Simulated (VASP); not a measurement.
A VASP calculation is set up with these files.

### INCAR
```
SYSTEM = Al
PREC = Accurate
ENCUT = 400
EDIFF = 1E-6
NELM = 100
ALGO = Normal
LREAL = .FALSE.
LASPH = .TRUE.
ISMEAR = 1
SIGMA = 0.1
GGA = PE
LWAVE = .FALSE.
LCHARG = .FALSE.
ISIF = 2
IBRION = 0
NSW = 3
TEBEG = 300
```

File KPOINTS:
```
Automatic mesh
0
Gamma
12 12 12
0 0 0
```

POSCAR:
```
Al
1
    0.0000000000     2.0250000000     2.0250000000
    2.0250000000     0.0000000000     2.0250000000
    2.0250000000     2.0250000000     0.0000000000
Al
1
Direct
  0.0000000000   0.0000000000   0.0000000000
```

POTCAR, in this order: Al (PBE.64 set). Program: vasp_std.

Task: What happens when VASP runs on this input?

Result: There is a fault: molecular dynamics (IBRION = 0) was asked for without POTIM. VASP stops with an error: Fatal error! IBRION=0, but no entry for POTIM on file INCAR. MUST be specified! ----> I REFUSE TO CONTINUE WITH THIS SICK JOB ... BYE!!! <----

standard output:
```
 POSCAR found type information on POSCAR Al
 POSCAR found :  1 types and       1 ions
 Reading from existing POTCAR

 -----------------------------------------------------------------------------
|                                                                             |
|     EEEEEEE  RRRRRR   RRRRRR   OOOOOOO  RRRRRR      ###     ###     ###     |
|     E        R     R  R     R  O     O  R     R     ###     ###     ###     |
|     E        R     R  R     R  O     O  R     R     ###     ###     ###     |
|     EEEEE    RRRRRR   RRRRRR   O     O  RRRRRR       #       #       #      |
|     E        R   R    R   R    O     O  R   R                               |
|     E        R    R   R    R   O     O  R    R      ###     ###     ###     |
|     EEEEEEE  R     R  R     R  OOOOOOO  R     R     ###     ###     ###     |
|                                                                             |
|     Fatal error! IBRION=0, but no entry for POTIM on file INCAR. MUST       |
|     be specified!                                                           |
|                                                                             |
|       ---->  I REFUSE TO CONTINUE WITH THIS SICK JOB ... BYE!!! <----       |
|                                                                             |
 -----------------------------------------------------------------------------
```

To mend it, set POTIM to the time step in fs (1 to 2 fs suits most solids). The plain static run on this cell (PBE GGA, plane waves, VASP's PBE PAW potentials (set 64)) converges, and its OSZICAR ends with
```
   1 F= -.37531730E+01 E0= -.37534303E+01  d E =0.771969E-03
```

The compound is Al in the fcc structure. The cell was not relaxed at this level.
